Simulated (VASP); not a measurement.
Output of a VASP run:

### OSZICAR
```
...
DAV:   1     0.107641149103E+03    0.10764E+03   -0.79425E+03   754   0.149E+03
DAV:   2     0.117902034150E+01   -0.10646E+03   -0.10011E+03   759   0.272E+02
DAV:   3    -0.642020952051E+01   -0.75992E+01   -0.75008E+01   999   0.853E+01
DAV:   4    -0.666733707589E+01   -0.24713E+00   -0.24699E+00   936   0.133E+01
DAV:   5    -0.667496820361E+01   -0.76311E-02   -0.76310E-02  1085   0.247E+00    0.704E+00
DAV:   6    -0.656281335157E+01    0.11215E+00   -0.65864E+00   764   0.781E+01    0.466E+00
DAV:   7    -0.626642857500E+01    0.29638E+00   -0.14529E+00   879   0.471E+01    0.211E+00
DAV:   8    -0.626919499262E+01   -0.27664E-02   -0.10957E-01  1124   0.710E+00    0.718E-01
DAV:   9    -0.626194457474E+01    0.72504E-02   -0.31313E-02   901   0.578E+00    0.245E-01
DAV:  10    -0.626209781753E+01   -0.15324E-03   -0.12872E-03   869   0.347E-01    0.193E-01
DAV:  11    -0.626199175827E+01    0.10606E-03   -0.69354E-04  1054   0.923E-01    0.497E-02
DAV:  12    -0.626200602371E+01   -0.14265E-04   -0.12734E-04   844   0.798E-02    0.440E-02
DAV:  13    -0.626200680204E+01   -0.77834E-06   -0.28278E-06   887   0.201E-02
   1 F= -.32402111E+01 E0= -.32402111E+01  d E =-.324021E+01
       N       E                     dE             d eps       ncg     rms          rms(c)
DAV:   1    -0.984635100750E+01   -0.35843E+01   -0.49808E+01   779   0.180E+02    0.184E+01
DAV:   2    -0.995751429677E+01   -0.11116E+00   -0.68805E+01   754   0.256E+02    0.102E+01
DAV:   3    -0.609204731916E+01    0.38655E+01   -0.12932E+01   894   0.131E+02    0.245E+00
DAV:   4    -0.609602710147E+01   -0.39798E-02   -0.34501E+00  1136   0.589E+01    0.311E+00
DAV:   5    -0.597602282088E+01    0.12000E+00   -0.12747E+00   956   0.357E+01    0.143E+00
DAV:   6    -0.597398309279E+01    0.20397E-02   -0.38580E-02  1161   0.318E+00    0.120E+00
DAV:   7    -0.596883927536E+01    0.51438E-02   -0.93451E-03   939   0.296E+00    0.540E-01
DAV:   8    -0.596775270682E+01    0.10866E-02   -0.11924E-02   879   0.346E+00    0.200E-01
DAV:   9    -0.596753687056E+01    0.21584E-03   -0.79949E-04  1171   0.838E-01    0.123E-01
DAV:  10    -0.596749493947E+01    0.41931E-04   -0.84435E-05  1150   0.247E-01    0.704E-02
DAV:  11    -0.596746888683E+01    0.26053E-04   -0.96985E-05   988   0.366E-01    0.709E-03
DAV:  12    -0.596747039097E+01   -0.15041E-05   -0.20276E-05  1131   0.492E-02    0.181E-02
DAV:  13    -0.596747041659E+01   -0.25620E-07   -0.10205E-07   422   0.318E-03
   2 F= -.32555238E+01 E0= -.32555238E+01  d E =-.153127E-01
       N       E                     dE             d eps       ncg     rms          rms(c)
DAV:   1    -0.670441405064E+01   -0.73694E+00   -0.99456E+00   754   0.885E+01    0.568E+00
DAV:   2    -0.629703334777E+01    0.40738E+00   -0.44211E+00   859   0.848E+01    0.198E+00
DAV:   3    -0.615695994662E+01    0.14007E+00   -0.85503E-01   794   0.322E+01    0.120E+00
DAV:   4    -0.613227354798E+01    0.24686E-01   -0.88927E-02  1091   0.656E+00    0.307E-01
DAV:   5    -0.613185464416E+01    0.41890E-03   -0.22841E-03  1091   0.689E-01    0.237E-01
DAV:   6    -0.613130060319E+01    0.55404E-03   -0.36490E-04  1233   0.746E-01    0.934E-02
DAV:   7    -0.613124757491E+01    0.53028E-04   -0.28449E-04   909   0.256E-01    0.709E-03
DAV:   8    -0.613124859675E+01   -0.10218E-05   -0.67652E-06  1052   0.379E-02    0.882E-03
DAV:   9    -0.613124871927E+01   -0.12251E-06   -0.75659E-07   457   0.307E-02
   3 F= -.32881726E+01 E0= -.32881726E+01  d E =-.479615E-01
```

**OUTCAR**
```
------------------------ aborting loop because EDIFF is reached ----------------------------------------
  FORCE on cell =-STRESS in cart. coord.  units (eV):
  Direction    XX          YY          ZZ          XY          YZ          ZX
  --------------------------------------------------------------------------------------
  Total        2.8682810      2.8682810      2.8682810      0.0000000      0.0000000      0.0000000
  in kB      100.8865351    100.8865351    100.8865351      0.0000000      0.0000000      0.0000000
  external PRESSURE =       0.8865351 kB  Pullay stress =     100.0000000 kB
  volume of cell :       45.55
      direct lattice vectors                 reciprocal lattice vectors
     0.000000000  2.834586359  2.834586359    -0.176392580  0.176392580  0.176392580
     2.834586359  0.000000000  2.834586359     0.176392580 -0.176392580  0.176392580
     2.834586359  2.834586359  0.000000000     0.176392580  0.176392580 -0.176392580
  FREE ENERGIE OF THE ION-ELECTRON SYSTEM (eV)
  ---------------------------------------------------
  free  energy   TOTEN  =        -6.1312487193 eV

  energy  without entropy=       -6.1312487193  energy(sigma->0) =       -6.13124872
  enthalpy is  TOTEN    =        -3.2881725730 eV   P V=        2.8430761463

 reached required accuracy - stopping structural energy minimisation
```
(Selected blocks of OUTCAR.)

File POSCAR:
```
CuI
1
    0.0000000000     2.8927788108     2.8927788108
    2.8927788108     0.0000000000     2.8927788108
    2.8927788108     2.8927788108     0.0000000000
Cu I
1 1
Direct
  0.0000000000   0.0000000000   0.0000000000
  0.2500000000   0.2500000000   0.2500000000
```

Problem. Reconstruct the remaining input files.

Solution. This is not unique; one that fits is the input of the run itself, PBEsol GGA, plane waves, VASP's PBE PAW potentials (set 64).

**KPOINTS**
```
Automatic mesh
0
Gamma
8 8 8
```

### INCAR
```
SYSTEM = CuI
PREC = Accurate; ENCUT = 500; LREAL = .False.
LASPH = .True.
EDIFF = 1E-6; NELM = 100; ALGO = Normal
LMAXMIX = 4
ISMEAR = 0; SIGMA = 0.05
GGA = PS
IBRION = 2; NSW = 40; ISIF = 3
EDIFFG = -0.02; PSTRESS = 100
LWAVE = .False.; LCHARG = .False.
```

POTCAR, in this order: Cu I (PBE.64 set). Program: vasp_std.

Energy and stress use the plane-wave basis of the starting cell.

The compound is CuI in the zinc blende structure. This run relaxes it under an external pressure of 10 GPa. Symmetry was kept, so distortions that lower it aren't found.
